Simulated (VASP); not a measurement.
Computed with LDA (Ceperley-Alder, Perdew-Zunger), VASP's LDA PAW potentials (set 64) (plane waves; VASP).

Input for VASP

File KPOINTS:
```
kpoints
0
G
 11 11 11
0 0 0
```

POSCAR:
```
PdIn
1.0
  3.2179213625   0.0000000000   0.0000000000
  0.0000000000   3.2179213625   0.0000000000
  0.0000000000   0.0000000000   3.2179213625
In Pd
1 1
Cart
  1.6089606812   1.6089606812   1.6089606812
  0.0000000000   0.0000000000   0.0000000000
```

### INCAR
```
SYSTEM = PdIn
PREC = Accurate
ENCUT = 500
EDIFF = 1E-6
NELM = 100
ALGO = Normal
LREAL = .FALSE.
LASPH = .TRUE.
ISMEAR = 1
SIGMA = 0.1
LMAXMIX = 4
LWAVE = .FALSE.
LCHARG = .FALSE.
IBRION = 2
ISIF = 3
NSW = 40
EDIFFG = -0.02
```

POTCAR, in this order: In_d Pd (LDA.64 set). Program: vasp_std.

Unless said otherwise, spin-orbit coupling is left out, though it shifts the bands of the heavy elements here.

Predict the energy per atom (σ→0), band gap (on the k-mesh).

- energy per atom (σ→0): -5.402 eV/atom
- band gap (on the k-mesh): none (metal, semimetal or under 0.01 eV)

OSZICAR:
```
...
DAV:   6    -0.108613029445E+02    0.21552E+00   -0.55370E-01  1925   0.109E+01    0.356E+00
DAV:   7    -0.108147662994E+02    0.46537E-01   -0.84965E-02  2304   0.589E+00    0.161E+00
DAV:   8    -0.108046645942E+02    0.10102E-01   -0.22531E-02  2009   0.147E+00    0.439E-01
DAV:   9    -0.108035190267E+02    0.11456E-02   -0.20165E-03  2177   0.865E-01    0.813E-02
DAV:  10    -0.108034891012E+02    0.29925E-04   -0.55881E-05  2343   0.133E-01    0.377E-02
DAV:  11    -0.108034874649E+02    0.16363E-05   -0.46595E-06  1896   0.233E-02    0.855E-03
DAV:  12    -0.108034874549E+02    0.10014E-07   -0.21103E-07  1092   0.569E-03
   1 F= -.10803487E+02 E0= -.10803105E+02  d E =-.108035E+02
```

The compound is PdIn in the CsCl type structure. It was relaxed first. The electron count is odd and the run is not spin-polarised, which forces a metal.
